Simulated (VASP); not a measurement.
An input for Ansatz (written as the equivalent of a VASP run, and not itself run):

Ansatz 0.2 input:
```yaml
crystal:
  lattice:
    - [0.0000000, 2.8608580, 2.8608580]
    - [2.8608580, 0.0000000, 2.8608580]
    - [2.8608580, 2.8608580, 0.0000000]
  atoms:
    - { symbol: Li, position: [0.2500000, 0.2500000, 0.2500000] }
    - { symbol: Li, position: [0.7500000, 0.7500000, 0.7500000] }
    - { symbol: S, position: [0.0000000, 0.0000000, 0.0000000] }
kpoints:
  mp_grid: { grid: [7, 7, 7] }
hamiltonian:
  xc: pbesol
  pseudopotentials: { kind: paw }
scf:
  occupations: { method: fermi_dirac, width: 0.05 }
  max_iter: 100
relax:
  max_steps: 50
  f_tol: 0.01
  cell: {}
output: { forces: true, stress: true, eigenvalues: true }
```

Write the VASP files for the same calculation (PBEsol).

Several could match; the one computed here: 
KPOINTS:
```
Automatic mesh
0
G
7 7 7
```

**POSCAR**
```
Li2S
1.0
  0.0000000000   2.8608580000   2.8608580000
  2.8608580000   0.0000000000   2.8608580000
  2.8608580000   2.8608580000   0.0000000000
Li S
2 1
direct
  0.2500000000   0.2500000000   0.2500000000
  0.7500000000   0.7500000000   0.7500000000
  0.0000000000   0.0000000000   0.0000000000
```

**INCAR**
```
ALGO = Normal
LCHARG = .False.
GGA = PS   ! PBEsol
ISMEAR = -1   ! Fermi-Dirac
NSW = 50
NELM = 100   ! most electronic steps
ENCUT = 400
EDIFF = 1E-6
LASPH = .True.   ! aspherical one-centre terms
SYSTEM = Li2S
ISIF = 3
PREC = Accurate
SIGMA = 0.05
IBRION = 2   ! conjugate gradients
LWAVE = .False.
LREAL = .False.
EDIFFG = -0.01   ! ionic stop
```

POTCAR, in this order: Li_sv S (PBE.64 set). Program: vasp_std.

Limits of the translation: each code has its own PAW files, so the cut-off isn't converted (ENCUT is set for VASP's; basis.ecutwfc is left out, and Ansatz then takes the one that its files recommend); Ansatz stops its SCF on the density residual and VASP on the energy change (EDIFF).

The structure is a typed Li2S crystal. This run relaxes it. Symmetry was kept, so distortions that lower it aren't found. The run is one of a series of settings (EDIFFG = -0.01, IBRION = 2, ISIF = 3, NSW = 50 against the base run), some of them coarse on purpose.
